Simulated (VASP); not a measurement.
Data:

```
CELL_PARAMETERS angstrom
      2.99494     0.00000     0.00000
      0.00000     2.99494     0.00000
      0.00000     0.00000     2.99494
ATOMIC_POSITIONS crystal
  Zr 0.00000 0.00000 0.00000
  B  0.50000 0.50000 0.50000
```

Calculation: PBEsol GGA, VASP's PBE PAW potentials (set 64) (plane waves; VASP). Run with 520 eV cut-off, Gaussian smearing of 0.050 eV, potentials Zr_sv B.

Question: Give the energies of bands 5 to 10 at the high-symmetry points, in eV from the Fermi level.

Answer: 
```
band      Γ      X      M      R
----  -----  -----  -----  -----
5     -9.94  -6.35  -7.42  -4.97
6     -2.12  -5.57  -1.80  -4.97
7     -2.12  -1.05  -1.80  -4.97
8      2.40  -0.56  -1.02  -3.13
9      2.40  -0.56   2.14   7.03
10     2.40   5.07   2.14   7.03
```

It has no gap at this level: it comes out as a metal or semimetal.

The structure was generated: ZrB was put into the CsCl type type (Pm-3m), which need not be its known phase. It was relaxed first, which changed the volume by -30 %. The electron count is odd and the run is not spin-polarised, which forces a metal.
